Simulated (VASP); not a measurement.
## ZrTi7N8: relaxation of cell and atoms with PBEsol

The system is ZrTi7N8.

```xyz
16
Lattice="-4.2832 -4.2832 0.0000 0.0000 -4.2832 4.2832 -4.2832 0.0000 4.2832" Properties=species:S:1:pos:R:3 pbc="T T T"
Zr   -2.1416   -2.1416    0.0000
Ti    0.0000    0.0000    0.0000
Ti   -2.1416   -4.2832    2.1416
Ti    0.0000   -2.1416    2.1416
Ti   -4.2832   -2.1416    2.1416
Ti   -2.1416    0.0000    2.1416
Ti   -4.2832   -4.2832    4.2832
Ti   -2.1416   -2.1416    4.2832
N    -4.2832   -4.2832    2.1416
N    -2.1416   -2.1416    2.1416
N    -4.2832   -6.4249    4.2832
N    -2.1416   -4.2832    4.2832
N    -6.4249   -4.2832    4.2832
N    -4.2832   -2.1416    4.2832
N    -6.4249   -6.4249    6.4249
N    -4.2832   -4.2832    6.4249
```

The cell was built by a generator and needn't be a form met in nature.

```json
{
  "Program": "VASP 6.6.1",
  "Task": "relaxation of cell and atoms",
  "Functional": "PBEsol",
  "Potentials or basis": "VASP PAW PBE potentials, release 64 (Zr_sv, Ti_sv, N)",
  "Cutoff": "600 eV",
  "k mesh": "8 × 8 × 8",
  "Occupations": "methfessel-paxton, width 0.1 eV",
  "Spin": "no spin polarisation",
  "Further INCAR settings": "ALGO = Normal; EDIFF = 1e-06; IBRION = 2; EDIFFG = -0.01; NSW = 90; ISIF = 3"
}
```

The relaxed volume is 9.64 Å³/atom and the relaxed cell is a = 6.020 Å, b = 6.020 Å, c = 6.020 Å, α = 60.00°, β = 60.00°, γ = 60.00°. The space group after relaxing (to 0.05 Å) is Fm-3m (No. 225). The energy gained by relaxing is 14.5 meV/atom. The ionic steps are 5, the pressure after relaxing is 0.0 GPa and the band gap on the k mesh is none (metal or under the smearing width).

Step by step:
| step | energy change (eV) | largest force (eV/Å) | pressure (GPa) | volume (Å³) |
| --- | --- | --- | --- | --- |
| 1 | 0.0000 | 1.1679 | -4.25 | 157.16 |
| 2 | -0.1782 | 0.0163 | 5.84 | 151.32 |
| 3 | -0.2064 | 0.3214 | 2.93 | 152.85 |
| 4 | -0.2126 | 0.2640 | -2.49 | 155.57 |
| 5 | -0.2316 | 0.0017 | -0.03 | 154.29 |

Final structure:
```xyz
16
Lattice="-4.2570 -4.2570 0.0000 0.0000 -4.2570 4.2570 -4.2570 0.0000 4.2570" Properties=species:S:1:pos:R:3 pbc="T T T"
Zr   -2.1285   -2.1285    0.0000
Ti    0.0000    0.0000    0.0000
Ti   -2.1285   -4.2570    2.1285
Ti    0.0000   -2.1285    2.1285
Ti   -4.2570   -2.1285    2.1285
Ti   -2.1285    0.0000    2.1285
Ti   -4.2570   -4.2570    4.2570
Ti   -2.1285   -2.1285    4.2570
N    -4.2570   -4.2570    2.1285
N    -2.1285   -2.1285    2.1824
N    -4.3109   -6.3855    4.2570
N    -2.1285   -4.2031    4.2570
N    -6.3855   -4.3109    4.2570
N    -4.2031   -2.1285    4.2570
N    -6.3855   -6.3855    6.3316
N    -4.2570   -4.2570    6.3855
```

Levels at points of the mesh, in eV from the Fermi level:
```tsv
k point	band 66	band 67	band 68	band 69	band 70	band 71
(0.00, 0.00, 0.00)	-2.11	-2.11	-0.62	-0.62	-0.62	0.65
(0.50, 0.00, 0.00)	-0.48	-0.47	-0.37	-0.37	-0.26	0.45
(0.50, 0.50, 0.00)	-2.05	0.82	0.82	0.84	0.91	0.94
```

Wall time 37 min on 1 × NVIDIA H100 80GB with 1 thread of AMD EPYC 7R13 Processor (Zen 3), with other jobs on the host, peak memory 1.6 GiB.

Caveat: the PAW data sets were made with another functional, which shifts forces and pressure a little.
